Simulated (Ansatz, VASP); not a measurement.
# Ir (Ir(110)): VASP beside Ansatz, part 2 of 2

One calculation is typed for both programs; each brings its own data sets. How far apart do they land?  Other levels of theory on this material are compared in a session of their own. Valence electrons are named where the data sets of a main pair hold unlike numbers.

VASP 6.6.1 and Ansatz 0.2.0.

So far: The structure; VASP: single point, RPBE.

## (3) Ansatz: single point, RPBE

Level of this step: Ansatz beside VASP: Kohn-Sham DFT, plane waves, RPBE (Ansatz).

Ansatz runs on its default PAW (the set named soft_2) files.

The same cell, functional, mesh and smearing now go to Ansatz, which takes its cutoff from its data sets.

input.yaml reads:

```yaml
crystal:
  lattice:
    - [3.84, 0.0, 0.0]
    - [0.0, 2.7152900398, 0.0]
    - [0.0, 0.0, 26.1458701193]
  atoms:
    - { symbol: Ir, position: [0.0, 0.0, 0.3442226233] }
    - { symbol: Ir, position: [0.5, 0.5, 0.3961484155] }
    - { symbol: Ir, position: [0.0, 0.0, 0.4480742078] }
    - { symbol: Ir, position: [0.5, 0.5, 0.5] }
    - { symbol: Ir, position: [0.0, 0.0, 0.5519257922] }
    - { symbol: Ir, position: [0.5, 0.5, 0.6038515845] }
    - { symbol: Ir, position: [0.0, 0.0, 0.6557773767] }
hamiltonian:
  xc: rpbe
  pseudopotentials: { kind: paw }
kpoints:
  mp_grid: { grid: [7, 9, 1] }
scf:
  occupations: { method: methfessel_paxton, width: 0.1 }
  n_extra_bands: 5
efield:
  axis: 3
  dipole_correction: true
  ramp_width: 0.04
output:
  forces: true
  eigenvalues: true
```

Command:

```sh
ansatz run input.yaml --threads 4 --pin off --max-ram 9216MiB --backend cpu --events-out ev --progress --plain --runs-dir out
```

Numbers of over 12 decimals in the logs are rounded to 6 here.

The program printed:

```text
scf.n_extra_bands = 5 over 60 filled bands (N_el = 119.0): the run solves 65 bands
Engine: ansatz 0.2.0, aarch64-unknown-linux-gnu
Pseudopotentials: kind: paw
Pseudopotential: Ir, paw, valence charge 17, recommended cutoff 420 eV (normal), Ir.paw.azcp
Functional definition: RPBE
  parameter kappa = 0.804
  parameter beta = 0.066725
  exchange = rpbe_x(kappa = kappa, mu = beta*pi^2/3)
  correlation = pbe_c(beta = beta)
Crystal: 7 atoms, lattice volume = 272.616 Å³
Basis set: ecut = 420 eV, 5359 PW (Γ), exchange–correlation on 54×40×360 points (8 copies of the dense FFT grid, shifted against one another)
Bands: 65, of which v1, the nominal top of the filled ones, is band 60 counted from 1 (59 counted from 0)
Symmetry: 4 space group operations
k-points: 20 of 63
Non-local potential: Ir, projectors of the file, l = 0: 3, l = 1: 2, l = 2: 2, l = 3: 1
PAW form: soft (Blöchl's): semilocal exchange-correlation on the pseudo side does not see the compensation charge
PAW frozen core: Ir, regenerated for the run's functional, and the local potential with it (the file was generated under x = pbe(κ = 0.804, μ = 0.219515), c = pbe(β = 0.066725))
PAW one-centre angular grid: Ir, 590 points (default); XC on 64 Gauss nodes
Initial density: superposition of atomic densities (neutral atoms: chi_scale 0, normalization atom), corrected by the library's trained network
Initial wavefunctions: pseudopotential atomic-orbital guess
Functional: x = rpbe, c = pbe(β = 0.066725)
SCF iter   1: F=—  HF=-83637.664997 eV  |F-HF|=—  |Δ(HF+E_count)|=         —  Δρ=9.53e-3  dr2=1.66e0  ethr=1.77e-3  p=-0.000 e·Å  D=-1.26e-13 V/Å  ΔV_dip=0.00 eV  dr2_dipole=9.40e-8  V_vac-E_F(+/−)=4.69/4.69 eV  ⟨swp⟩=7.2  Hψ=5497  notcnv=0
efield: sawtooth ramp at fractional position 0.9800 (placed from the atoms, in the widest stretch of the axis that holds none; the zero of the levels goes with the place), width 0.0400; the density the first Hamiltonian is built on has a dipole p = -0.000 e·Å; the dipole correction subtracts the counter field D = -1.26e-13 V/Å, which shifts the + side's vacuum level by +0.00 eV against the − side's; the planar-averaged density in the ramp window peaks in size at 5.7e-6 e/Å³
preconditioner: auto → LDOS  [metal: Δε(μ)=0.007 eV  Ē_g=4.348 eV  σ=0.100 eV  W_gap=0.06  n_scr=58 (ndim 8)  ℏωp=17.9 eV  f_vac=0.569  D(μ)=8.01/eV (n_scr^D=44)  β→1.0]
SCF iter   2: F=—  HF=-83637.639655 eV  |F-HF|=—  |Δ(HF+E_count)|=   2.53e-2  S|Δr|=    0.00e0  Δρ=3.64e-3  dr2=1.17e-1  ethr=1.39e-3  p=-0.000 e·Å  D=-1.89e-5 V/Å  ΔV_dip=0.00 eV  dr2_dipole=1.46e-7  V_vac-E_F(+/−)=4.94/4.94 eV  ⟨swp⟩=1.6  Hψ=1622  notcnv=0
SCF iter   3: F=—  HF=-83637.631991 eV  |F-HF|=—  |Δ(HF+E_count)|=   7.66e-3  S|Δr|=    0.00e0  Δρ=1.09e-3  dr2=2.09e-2  ethr=9.86e-5  p=0.000 e·Å  D=7.32e-6 V/Å  ΔV_dip=-0.00 eV  dr2_dipole=3.12e-8  V_vac-E_F(+/−)=4.87/4.87 eV  ⟨swp⟩=2.6  Hψ=1953  notcnv=0  defer=2
SCF iter   4: F=—  HF=-83637.631203 eV  |F-HF|=—  |Δ(HF+E_count)|=   7.88e-4  S|Δr|=    0.00e0  Δρ=3.98e-4  dr2=2.29e-3  ethr=1.76e-5  p=-0.000 e·Å  D=-7.15e-7 V/Å  ΔV_dip=0.00 eV  dr2_dipole=1.88e-8  V_vac-E_F(+/−)=4.90/4.90 eV  ⟨swp⟩=1.9  Hψ=1652  notcnv=0  defer=2
SCF iter   5: F=—  HF=-83637.631143 eV  |F-HF|=—  |Δ(HF+E_count)|=   5.97e-5  S|Δr|=    0.00e0  Δρ=8.31e-5  dr2=4.22e-5  ethr=1.92e-6  p=0.000 e·Å  D=6.40e-7 V/Å  ΔV_dip=-0.00 eV  dr2_dipole=1.24e-11  V_vac-E_F(+/−)=4.90/4.90 eV  ⟨swp⟩=1.8  Hψ=1525  notcnv=0  defer=2
SCF iter   6: F=—  HF=-83637.630954 eV  |F-HF|=—  |Δ(HF+E_count)|=   1.90e-4  S|Δr|=    0.00e0  Δρ=3.15e-5  dr2=4.82e-6  ethr=3.54e-8  p=0.000 e·Å  D=2.49e-7 V/Å  ΔV_dip=-0.00 eV  dr2_dipole=6.10e-10  V_vac-E_F(+/−)=4.90/4.90 eV  ⟨swp⟩=3.0  Hψ=2694  notcnv=0  defer=1
SCF iter   7: F=—  HF=-83637.630954 eV  |F-HF|=—  |Δ(HF+E_count)|=   2.37e-8  S|Δr|=    0.00e0  Δρ=1.03e-5  dr2=1.01e-6  ethr=4.05e-9  p=0.000 e·Å  D=2.96e-7 V/Å  ΔV_dip=-0.00 eV  dr2_dipole=2.23e-11  V_vac-E_F(+/−)=4.90/4.90 eV  ⟨swp⟩=2.5  Hψ=2314  notcnv=0  defer=1
SCF iter   8: F=-83637.630954 eV  HF=-83637.630954 eV  |F-HF|=3.06e-8  |Δ(HF+E_count)|=   2.03e-7  S|Δr|=    0.00e0  Δρ=2.43e-6  dr2=1.99e-8  ethr=8.40e-11  p=0.000 e·Å  D=8.45e-8 V/Å  ΔV_dip=-0.00 eV  dr2_dipole=1.99e-12  V_vac-E_F(+/−)=4.90/4.90 eV  ⟨swp⟩=6.5  Hψ=6613  notcnv=0
SCF 1 converged in 8 iterations: F = -83637.630954 eV  dr2 = 1.99e-8
  greatest PAW one-centre occupation: 1.000 electrons in one spin orbital (limit 2), on the Ir atom at site 2 (counted from 0), in its partial waves of l = 0
SCF converged after 8 iterations
Stability not checked: this state was not tested for a lower state beside it, because cold or Methfessel-Paxton smearing, or corrected tetrahedra, fill the levels in a way that the test cannot read (fill_not_monotonic; see scf.lower_state_search)
Free energy (F): -83637.630954 eV
Harris-Foulkes:  -83637.630954 eV  (|F-HF|=3.06e-8)
Internal energy: -83637.634942 eV  (E = F + TS)
E sigma→0 (E₀):  -83637.631951 eV
Entropy (-TS):   0.003989 eV (0.570 meV/atom)
Fermi energy:    6.237851 eV
Dipole field:    D = -0.000002 V/Å  (p = -0.000002 e·Å, saw-weighted, corrected)
Work function:   Φ+ = 4.9004 eV   Φ− = 4.9004 eV
Levels:          The Fermi level and band energies are counted from a zero that moves with the ramp; work functions are not
--- Per-component energies (eV) ---
  E_band       = -2856.170034
  E_kinetic    = 4352.847986
  E_local      = -225163.339663  (includes V_loc(G=0)·N_el)
  E_nonlocal   = 505.357329
  E_hartree    = 110578.959044
  E_xc         = -1871.566149
  E_vxc        = -2091.548794  (∫ρ·V_xc dr)
  E_paw        = -64656.856335  (= ΣΔE_a)
  E_vpaw       = -1617.398858  (= ΣTr[D̂ρ^β])
  E_aug_tail   = 0.000424  (compensation charges beyond the density's cutoff)
  E_efield     = 0.000000  (sawtooth field / dipole correction)
  E_vefield    = 0.000000  (∫n·V_field dr)
  E_ewald      = 92617.183077
  E_core_change = -0.220655  (= ΣΔE_core)
  E_smearing   = 0.003989  (= −TS)
  E_closure    = -0.000000  (closes the sum)
  Σ components = -83637.630954   (vs F -83637.630954, Δ=0.00e0)
--- Forces (eV/Å), atoms counted from 1 ---
  atom   1  Ir     0.00000000     0.00000000     0.87418862
  atom   2  Ir     0.00000000     0.00000000    -0.98661650
  atom   3  Ir     0.00000000     0.00000000    -0.22964127
  atom   4  Ir     0.00000000     0.00000000     0.00000026
  atom   5  Ir     0.00000000     0.00000000     0.22964210
  atom   6  Ir     0.00000000     0.00000000     0.98661572
  atom   7  Ir     0.00000000     0.00000000    -0.87418823
  max |Σ_I F_I| component: 6.97e-7 eV/Å
--- Band table (eV; the first three rows and the last of 20) ---
  k-point 0: bands = [... 56 lower, 5.2704, 5.4345, 5.5685, 5.7074, 6.3518, 6.5150, 6.7792, 6.7902, ... 1 higher]
  k-point 1: bands = [... 56 lower, 5.2877, 5.5918, 5.6858, 5.7308, 6.3173, 6.4381, 6.4952, 6.5629, ... 1 higher]
  k-point 2: bands = [... 56 lower, 5.4281, 5.5655, 5.6900, 5.8405, 6.1456, 6.2478, 6.5961, 6.8728, ... 1 higher]
  k-point 19: bands = [... 56 lower, 6.2687, 6.6650, 6.9362, 6.9717, 7.0489, 7.0712, 7.2836, 7.3025, ... 1 higher]
```

The job ended after 6.9 s (4 threads of Arm Neoverse V2, shared host; peak memory 0.83 GiB; 26 s of CPU time).

## (4) Differences

Known differences besides the potentials themselves: the data sets hold 119 valence electrons in Ansatz (on its default PAW (the set named soft_2) files) and 63 in VASP; the cutoff is 420 eV in Ansatz and 350 eV in VASP (PREC = Normal); Ansatz makes its cores anew for this functional, VASP keeps those of its PBE data sets; VASP leaves aspherical gradient terms in its spheres out (LASPH is not set), Ansatz keeps them. Total energies have different zeros and are not compared.

The two programs side by side:

| quantity | Ansatz | VASP | difference |
| --- | --- | --- | --- |
| work function, lower of the two faces (eV) | 4.90 | 4.90 | 0.00 |
| work function, higher of the two faces (eV) | 4.90 | 4.90 | 0.00 |

Forces (eV/Å; atoms numbered as in POSCAR):

| atom | Ansatz x, y, z | VASP x, y, z |
| --- | --- | --- |
| Ir1 | 0.000, 0.000, 0.874 | 0.000, 0.000, 0.843 |
| Ir2 | 0.000, 0.000, -0.987 | 0.000, 0.000, -1.003 |
| Ir3 | 0.000, 0.000, -0.230 | 0.000, 0.000, -0.231 |
| Ir4 | 0.000, 0.000, 0.000 | 0.000, 0.000, 0.000 |
| Ir5 | 0.000, 0.000, 0.230 | 0.000, 0.000, 0.231 |
| Ir6 | 0.000, 0.000, 0.987 | 0.000, 0.000, 1.003 |
| Ir7 | 0.000, 0.000, -0.874 | 0.000, 0.000, -0.843 |

The forces differ by 11 meV/Å r.m.s., which is 2.7 % of the r.m.s. force of 0.410 eV/Å (both taken over all components). VASP's log warns that it found no field-free region in the vacuum, so its work functions are uncertain. With vacuum in the cell, a pressure given here is an average over mostly empty space and none of the material.

## (5) Outcome

| Property | Result |
| --- | --- |
| r.m.s. force difference (single point, RPBE) | 2.7 % of the r.m.s. force |

In words: The r.m.s. force difference is 2.7 % of the r.m.s. force (single point, RPBE), within the 3 % picked in this series as the mark of a large difference. The data sets hold unlike numbers of valence electrons (119 in Ansatz and 63 in VASP), so part of the differences comes from the potentials. 8 further runs of this series are not shown here. How closely two codes agree says nothing of how well the functional describes the real material.

[Lines on the potential files, build, host, timing and source positions are cut from VASP's logs without a mark.]

[Logs are printed without paths, hosts, clocks, repeated set-up lines and the standing remarks that a program may print on its own settings, such as how far it seeks lower states.]

[Hosts, paths, dates, database ids (printed as entryN), source tags and the programs' standing remarks are cut or masked in the printed files.]
